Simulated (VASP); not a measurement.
TiMnClO4, 14 atoms in the cell. The structure is tetragonal, space group P4/nmm (No. 129). Conventional cell: a = 6.634 Å, b = 6.634 Å, c = 5.050 Å, α = 90.00°, β = 90.00°, γ = 90.00°. Ti (site symmetry -4m2) is surrounded by 4 O at 1.75 Å. O (site symmetry m) has 1 Ti at 1.75 Å and 1 Mn at 1.95 Å as nearest neighbours. Cl (site symmetry 4mm) has 1 Mn at 2.22 Å as nearest neighbours. Around Mn (site symmetry 4mm) lie 4 O at 1.95 Å and 1 Cl at 2.22 Å. The cell was built by a generator and needn't be a form met in nature.

- Program: VASP 6.6.1
- Task: single point
- Functional: LDA
- Potentials or basis: VASP PAW LDA potentials, release 64 (Ti_sv, O, Cl, Mn_pv)
- Cutoff: 520 eV
- k mesh: 5 × 5 × 7
- Occupations: fermi-dirac, width 0.1 eV
- Spin: no spin polarisation
- Dipole correction: no
- Further INCAR settings: ALGO = Fast; EDIFF = 1e-06; NBANDS = 69

Potentials or basis: VASP PAW LDA potentials, release 64 (Ti_sv, O, Cl, Mn_pv).

Run with:

```sh
$ cat potpaw_LDA.64/Ti_sv/POTCAR potpaw_LDA.64/O/POTCAR potpaw_LDA.64/Cl/POTCAR potpaw_LDA.64/Mn_pv/POTCAR > POTCAR
$ mpirun -np 1 vasp_std > vasp.out
```

Hardware: 1 thread of Intel(R) Xeon(R) Platinum 8488C (Sapphire Rapids) (shared host).

Question: How long does it take, and how much memory?

Answer: It took 11 min on 1 thread of Intel(R) Xeon(R) Platinum 8488C (Sapphire Rapids) (shared host), peak memory 0.44 GiB. Counts: scf iterations 34, k points 24.
